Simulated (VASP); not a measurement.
Calculation: rev-vdW-DF2, VASP's PBE PAW potentials (set 64) (plane waves; VASP).

VASP ran on this input.

### INCAR
```
SYSTEM = CdSe
PREC = Accurate; ENCUT = 520; LREAL = F
LASPH = T
EDIFF = 1E-6; NELM = 100; ALGO = Normal
LMAXMIX = 4
ISMEAR = 0; SIGMA = 0.05
GGA = MK; LUSE_VDW = T; AGGAC = 0.0
PARAM1 = 0.1234568; PARAM2 = 0.7114; ZAB_VDW = -1.8867
IBRION = 2; NSW = 60; ISIF = 3
EDIFFG = -0.02
LWAVE = F; LCHARG = F
```

File KPOINTS:
```
Automatic
0
gamma
 5 5 3
0 0 0
```

### POSCAR
```
CdSe
1.0
  2.1622727506  -3.7451660235   0.0000000000
  2.1622727506   3.7451660235   0.0000000000
  0.0000000000   0.0000000000   7.0344088285
Cd Se
2 2
Cartesian
  2.1622727506  -1.2483911713   3.5180487086
  2.1622727506   1.2483911713   0.0008442944
  2.1622727506  -1.2483911713   6.1612978394
  2.1622727506   1.2483911713   2.6440934251
```

POTCAR, in this order: Cd Se (PBE.64 set). Program: vasp_std.

Output

### OSZICAR
```
       N       E                     dE             d eps       ncg     rms          rms(c)
DAV:   1     0.250660520554E+03    0.25066E+03   -0.17109E+04   440   0.146E+03
DAV:   2     0.101059418002E+02   -0.24055E+03   -0.23609E+03   500   0.349E+02
DAV:   3    -0.292896163139E+01   -0.13035E+02   -0.12961E+02   530   0.810E+01
DAV:   4    -0.304320768764E+01   -0.11425E+00   -0.11421E+00   464   0.743E+00
DAV:   5    -0.304421981945E+01   -0.10121E-02   -0.10121E-02   536   0.641E-01    0.863E+00
DAV:   6    -0.229685712691E+01    0.74736E+00   -0.17493E+00   518   0.132E+01    0.674E+00
DAV:   7    -0.226630223146E+01    0.30555E-01   -0.59781E-01   488   0.428E+00    0.271E+00
DAV:   8    -0.226291120761E+01    0.33910E-02   -0.67553E-02   476   0.289E+00    0.351E-01
DAV:   9    -0.226225485710E+01    0.65635E-03   -0.10129E-02   482   0.129E+00    0.114E-01
DAV:  10    -0.226224153802E+01    0.13319E-04   -0.86383E-04   488   0.364E-01    0.678E-02
DAV:  11    -0.226228754043E+01   -0.46002E-04   -0.16444E-04   488   0.970E-02    0.215E-02
DAV:  12    -0.226226674915E+01    0.20791E-04   -0.11285E-04   518   0.103E-01    0.655E-03
DAV:  13    -0.226226708305E+01   -0.33390E-06   -0.94103E-06   476   0.222E-02
   1 F= -.22622671E+01 E0= -.22622671E+01  d E =-.226227E+01
       N       E                     dE             d eps       ncg     rms          rms(c)
DAV:   1    -0.264618004510E+01   -0.38391E+00   -0.84566E+00   458   0.317E+01    0.486E+00
DAV:   2    -0.231646885339E+01    0.32971E+00   -0.88214E-01   446   0.119E+01    0.164E+00
DAV:   3    -0.228072650093E+01    0.35742E-01   -0.93435E-02   470   0.266E+00    0.148E+00
DAV:   4    -0.227393132391E+01    0.67952E-02   -0.86989E-03   458   0.559E-01    0.298E-01
DAV:   5    -0.227322830910E+01    0.70301E-03   -0.24267E-03   506   0.540E-01    0.539E-02
DAV:   6    -0.227324362354E+01   -0.15314E-04   -0.24941E-04   440   0.138E-01    0.240E-02
DAV:   7    -0.227324619256E+01   -0.25690E-05   -0.52761E-06   500   0.160E-02    0.561E-03
DAV:   8    -0.227324640624E+01   -0.21368E-06   -0.69803E-07   226   0.942E-03
   2 F= -.22732464E+01 E0= -.22732464E+01  d E =-.109793E-01
       N       E                     dE             d eps       ncg     rms          rms(c)
DAV:   1    -0.229484576630E+01   -0.21600E-01   -0.45560E-01   458   0.719E+00    0.104E+00
DAV:   2    -0.227640733396E+01    0.18438E-01   -0.52066E-02   446   0.286E+00    0.337E-01
DAV:   3    -0.227456476232E+01    0.18426E-02   -0.56562E-03   464   0.628E-01    0.300E-01
DAV:   4    -0.227431967724E+01    0.24509E-03   -0.40904E-04   446   0.149E-01    0.457E-02
DAV:   5    -0.227428822054E+01    0.31457E-04   -0.16711E-04   524   0.151E-01    0.205E-02
DAV:   6    -0.227429017068E+01   -0.19501E-05   -0.16573E-05   440   0.377E-02    0.662E-03
DAV:   7    -0.227428991905E+01    0.25162E-06   -0.23172E-07   220   0.376E-03
   3 F= -.22742899E+01 E0= -.22742899E+01  d E =-.120228E-01
```

File OUTCAR:
```
------------------------ aborting loop because EDIFF is reached ----------------------------------------
  FORCE on cell =-STRESS in cart. coord.  units (eV):
  Direction    XX          YY          ZZ          XY          YZ          ZX
  --------------------------------------------------------------------------------------
  Total       -0.0239828     -0.0239828      0.0376333      0.0000000      0.0000000     -0.0000000
  in kB       -0.3286743     -0.3286743      0.5157497      0.0000000      0.0000000     -0.0000000
  external PRESSURE =      -0.0471996 kB  Pullay stress =       0.0000000 kB
  volume of cell :      116.91
      direct lattice vectors                 reciprocal lattice vectors
     2.179470433 -3.774953277  0.000000000     0.229413527 -0.132451970  0.000000000
     2.179470433  3.774953277 -0.000000000     0.229413527  0.132451970  0.000000000
    -0.000000000  0.000000000  7.104794021     0.000000000  0.000000000  0.140750034
  FREE ENERGIE OF THE ION-ELECTRON SYSTEM (eV)
  ---------------------------------------------------
  free  energy   TOTEN  =        -2.2742899191 eV

  energy  without entropy=       -2.2742899190  energy(sigma->0) =       -2.27428992

 reached required accuracy - stopping structural energy minimisation
```
(Selected blocks of OUTCAR.)

CONTCAR:
```
CdSe
   1.00000000000000
     2.1794704325896168   -3.7749532767432821    0.0000000000000000
     2.1794704325896168    3.7749532767432821   -0.0000000000000000
    -0.0000000000000000    0.0000000000000000    7.1047940206718829
  Cd              Se
     2     2
Direct
     0.6666669999999968    0.3333330000000032    0.5000512203790088
     0.3333330000000032    0.6666669999999968    0.0000512203790089
     0.6666669999999968    0.3333330000000032    0.8759487796209959
     0.3333330000000032    0.6666669999999968    0.3759487796209958
```

Energy and stress use the plane-wave basis of the starting cell.

The compound is CdSe in the wurtzite structure. This run relaxes it. Symmetry was kept, so distortions that lower it aren't found. The start is the result of an earlier pass.
